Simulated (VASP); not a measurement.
Here is the system:

```
CELL_PARAMETERS angstrom
      0.00000     4.31698     4.31698
      4.31698     0.00000     4.31698
      4.31698     4.31698     0.00000
ATOMIC_POSITIONS crystal
  Ca 0.49712 0.49737 0.50273
  Pb 0.00286 0.00393 0.99268
  F  0.76011 0.75670 0.24220
  F  0.23339 0.24173 0.76101
  F  0.23374 0.76014 0.76066
  F  0.76277 0.23862 0.24388
  F  0.76050 0.24299 0.75617
  F  0.24951 0.75851 0.24069
```

All values below come from PBEsol GGA, VASP's PBE PAW potentials (set 64) (plane waves; VASP). Run with 400 eV cut-off, 3×3×3 Γ-centred mesh, Fermi-Dirac smearing of 0.010 eV, potentials Ca_sv Pb_d F.

At this cut-off the stress carries a Pulay error, which pulls relaxed volumes low.

Question: Which forces act on the atoms, in eV/Å?

Answer: 
```csv
atom,Fx,Fy,Fz
Ca1,-0.032,0.009,0.215
Pb2,0.551,0.740,-1.319
F3,0.025,-0.002,0.471
F4,-0.023,0.020,0.669
F5,-0.199,0.035,0.027
F6,-0.325,-0.029,-0.023
F7,0.034,-0.030,-0.031
F8,-0.031,-0.743,-0.010
```

Question: Give the stress tensor in GPa (positive for a compressed cell).

Answer: 
```
-6.96  -0.08  -0.01
-0.08  -7.60   0.04
-0.01   0.04  -6.46
```
The pressure is its mean diagonal, -7.01 GPa.

The structure comes from a computed database's CaPbF6 entry; how it stands against other phases isn't given here. The cell was not relaxed at this level, atoms are displaced from their ideal sites. The k-mesh is coarse (spacing up to 0.42 per Å, 2π included), so the numbers may not be converged in it.
